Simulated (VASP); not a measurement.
Level of theory: PBEsol GGA, VASP's PBE PAW potentials (set 64) (plane waves; VASP).

A VASP calculation is set up with these files.

**POSCAR**
```
InSe
1.0
  4.0122516001   0.0000000000   0.0000000000
 -2.0061258001   3.4747122041   0.0000000000
  0.0000000000   0.0000000000  16.8039920723
In Se
4 4
direct
  0.0000000000   0.0000000000   0.5826507832
  0.0000000000   0.0000000000   0.4173492168
  0.3333330000   0.6666670000   0.9173079078
  0.3333330000   0.6666670000   0.0826920922
  0.6666670000   0.3333330000   0.8411392993
  0.6666670000   0.3333330000   0.1588607007
  0.3333330000   0.6666670000   0.6587319231
  0.3333330000   0.6666670000   0.3412680769
```

### INCAR
```
ALGO = Normal
EDIFF = 1E-7
ENCUT = 400
GGA = PS
ICHARG = 11
ISMEAR = 0
LASPH = .TRUE.
LCHARG = .FALSE.
LMAXMIX = 4
LORBIT = 11
LREAL = .FALSE.
LWAVE = .FALSE.
NELM = 100
PREC = Accurate
SIGMA = 0.05
SYSTEM = InSe
```

KPOINTS:
```
k-points along high-symmetry lines
10
Line-mode
Reciprocal
  0.000000   0.000000   0.000000 ! GAMMA
  0.500000   0.000000   0.000000 ! M

  0.500000   0.000000   0.000000 ! M
  0.333333   0.333333   0.000000 ! K

  0.333333   0.333333   0.000000 ! K
  0.000000   0.000000   0.000000 ! GAMMA

  0.000000   0.000000   0.000000 ! GAMMA
  0.000000   0.000000   0.500000 ! A

  0.000000   0.000000   0.500000 ! A
  0.500000   0.000000   0.500000 ! L

  0.500000   0.000000   0.500000 ! L
  0.333333   0.333333   0.500000 ! H

  0.333333   0.333333   0.500000 ! H
  0.000000   0.000000   0.500000 ! A

  0.500000   0.000000   0.500000 ! L
  0.500000   0.000000   0.000000 ! M

  0.333333   0.333333   0.500000 ! H
  0.333333   0.333333   0.000000 ! K
```

POTCAR, in this order: In_d Se (PBE.64 set). Program: vasp_std. Read from the step before: CHGCAR.

What VASP printed:

File OUTCAR:
```
 ion  position               nearest neighbor table
   1  0.000  0.000  0.583-   7 2.65   7 2.65   7 2.65   2 2.78
   2  0.000  0.000  0.417-   8 2.65   8 2.65   8 2.65   1 2.78
   3  0.333  0.667  0.917-   5 2.65   5 2.65   5 2.65   4 2.78
   4  0.333  0.667  0.083-   6 2.65   6 2.65   6 2.65   3 2.78
   5  0.667  0.333  0.841-   3 2.65   3 2.65   3 2.65
   6  0.667  0.333  0.159-   4 2.65   4 2.65   4 2.65
   7  0.333  0.667  0.659-   1 2.65   1 2.65   1 2.65
   8  0.333  0.667  0.341-   2 2.65   2 2.65   2 2.65
  LATTYP: Found a hexagonal cell.
 ALAT       =     4.0122516001
 C/A-ratio  =     4.1881700719
 Subroutine PRICEL returns:
 Original cell was already a primitive cell.
 Subroutine GETGRP returns: Found 12 space group operations
The static configuration has the point symmetry D_3h.
The dynamic configuration has the point symmetry D_3h.
 Subroutine INISYM returns: Found 12 space group operations
   k-points           NKPTS =     90   k-points in BZ     NKDIM =     90   number of bands    NBANDS=     45
   number of dos      NEDOS =    301   number of ions     NIONS =      8
   total plane-waves  NPLWV =  87808
   dimension x,y,z NGX =    28 NGY =   28 NGZ =  112
   dimension x,y,z NGXF=    56 NGYF=   56 NGZF=  224
   ions per type =               4   4
   PREC   = accura    normal or accurate (medium, high low for compatibility)
   ISTART =      0    job   : 0-new  1-cont  2-samecut
   ICHARG =     11    charge: 1-file 2-atom 10-const
   ISPIN  =      1    spin polarized calculation?
   LNONCOLLINEAR =      F non collinear calculations
   LSORBIT =      F    spin-orbit coupling
   INIWAV =      1    electr: 0-lowe 1-rand  2-diag
   ENCUT  =  400.0 eV  29.40 Ry    5.42 a.u.   6.54  6.54 27.40*2*pi/ulx,y,z
   NELM   =    100;   NELMIN=  2; NELMDL= -5     # of ELM steps
   EDIFF  = 0.1E-06   stopping-criterion for ELM
   LREAL  =      F    real-space projection
   NLSPLINE    = F    spline interpolate recip. space projectors
   LMAXMIX     =    4 max onsite mixed and CHGCAR
   VOSKOWN=      0    Vosko Wilk Nusair interpolation
   EDIFFG = 0.1E-05   stopping-criterion for IOM
   NSW    =      0    number of steps for IOM
   NBLOCK =      1;   KBLOCK =      1    inner block; outer block
   IBRION =     -1    ionic relax: 0-MD 1-quasi-New 2-CG
   NFREE  =      0    steps in history (QN), initial steepest desc. (CG)
   ISIF   =      2    stress and relaxation
   ISYM   =      2    0-nonsym 1-usesym 2-fastsym
   TEIN   =    0.0    initial temperature
   TEBEG  =    0.0;   TEEND  =   0.0 temperature during run
   SMASS  =  -3.00    Nose mass-parameter (am)
   PSTRESS=    0.0 pullay stress
   NELECT =      76.0000    total number of electrons
   EFERMI =   0.00;   METHOD = LEGACY
   ISMEAR =     0;   SIGMA  =   0.05  broadening in eV -4-tet -1-fermi 0-gaus
   IALGO  =     38    algorithm
   LDIAG  =      T    sub-space diagonalisation (order eigenvalues)
   IMIX   =      4    mixing-type and parameters
     AMIX     =   0.40;   BMIX     =  1.00
     AMIX_MAG =   1.60;   BMIX_MAG =  1.00
     AMIN     =   0.10
   GGA     = PS    functional components
   VOSKOWN =     0    Vosko Wilk Nusair interpolation
   LHFCALC =     F    Hartree Fock is set to
   LHFONE  =     F    Hartree Fock one center treatment
   AEXX    =    0.0000 exact exchange contribution
   IVDW    =     0    specifies the selected vdW correction
   LEPSILON=     F    determine dielectric tensor
   LRPA    =     F    only Hartree local field effects (RPA)
  energy-cutoff  :      400.00
  volume of cell :      234.27
      direct lattice vectors                 reciprocal lattice vectors
     4.012251600  0.000000000  0.000000000     0.249236613  0.143896809  0.000000000
    -2.006125800  3.474712204  0.000000000     0.000000000  0.287793619  0.000000000
     0.000000000  0.000000000 16.803992072     0.000000000  0.000000000  0.059509669
 k-point     1 :   0.0000 0.0000 0.0000  plane waves:    4327
 k-point     2 :   0.0556 0.0000 0.0000  plane waves:    4315
 k-point     3 :   0.1111 0.0000 0.0000  plane waves:    4291
...
```

### OSZICAR
```
       N       E                     dE             d eps       ncg     rms          rms(c)
DAV:   1     0.712443557617E+03    0.71244E+03   -0.30021E+04  8100   0.159E+03
DAV:   2     0.759711398879E+02   -0.63647E+03   -0.62294E+03  8239   0.433E+02
DAV:   3    -0.230512834852E+02   -0.99022E+02   -0.95380E+02  9853   0.187E+02
DAV:   4    -0.292611725680E+02   -0.62099E+01   -0.61537E+01  9481   0.469E+01
DAV:   5    -0.294863615512E+02   -0.22519E+00   -0.22501E+00 10408   0.876E+00
DAV:   6    -0.294956590781E+02   -0.92975E-02   -0.92971E-02 12853   0.168E+00
DAV:   7    -0.294958537965E+02   -0.19472E-03   -0.19472E-03 12579   0.227E-01
DAV:   8    -0.294958590563E+02   -0.52598E-05   -0.52597E-05 12416   0.362E-02
DAV:   9    -0.294958592495E+02   -0.19322E-06   -0.19336E-06 10998   0.699E-03
DAV:  10    -0.294958592569E+02   -0.73960E-08   -0.74224E-08  6782   0.174E-03
   1 F= -.29495859E+02 E0= -.29495859E+02  d E =-.528295E-07
```

File OUTCAR:
```
 val. band max:        3.9556343115   @ k =   0.0000   0.0000   0.0000

 cond. band min:       4.2796414842   @ k =   0.0000   0.0000   0.0000



 k-point     1 :       0.0000    0.0000    0.0000
  band No.  band energies     occupation
      1     -10.8011      2.00000
      2     -10.7965      2.00000
      3     -10.6040      2.00000
      4     -10.6040      2.00000
      5     -10.5982      2.00000
      6     -10.5982      2.00000
      7     -10.5154      2.00000
      8     -10.5154      2.00000
      9     -10.5091      2.00000
     10     -10.5091      2.00000
     11     -10.5064      2.00000
     12     -10.5064      2.00000
     13     -10.5002      2.00000
     14     -10.5002      2.00000
     15     -10.3230      2.00000
     16     -10.3230      2.00000
     17     -10.3184      2.00000
     18     -10.3162      2.00000
     19     -10.3162      2.00000
     20     -10.3068      2.00000
     21      -9.5850      2.00000
     22      -9.4321      2.00000
     23      -9.3260      2.00000
     24      -9.1658      2.00000
     25      -2.4277      2.00000
     26      -2.0839      2.00000
     27      -0.3775      2.00000
     28       0.5243      2.00000
     29       2.3922      2.00000
     30       2.5842      2.00000
     31       2.5842      2.00000
     32       2.6579      2.00000
     33       2.6579      2.00000
     34       2.7517      2.00000
     35       2.7517      2.00000
     36       2.8327      2.00000
     37       2.8327      2.00000
     38       3.9556      2.00000
     39       4.2796      0.00000
     40       5.5904      0.00000
     41       5.9394      0.00000
     42       6.0097      0.00000
     43       8.1582      0.00000
     44       8.2263      0.00000
     45       8.2427      0.00000

 k-point     2 :       0.0556    0.0000    0.0000
  band No.  band energies     occupation
      1     -10.8010      2.00000
      2     -10.7964      2.00000
      3     -10.6172      2.00000
      4     -10.6111      2.00000
...
```

The density is held fixed in this step, so its total energy and stress have no physical meaning. Without a dispersion term in the relaxation, distances and binding between the weakly bound layers, chains or molecules are unreliable, and so is what depends on them. Unless said otherwise, spin-orbit coupling is left out, though it shifts the bands of the heavy elements here.

The structure comes from a computed database's InSe entry (P-6m2); how it stands against other phases isn't given here. It was relaxed first, which changed the volume by -9 %.
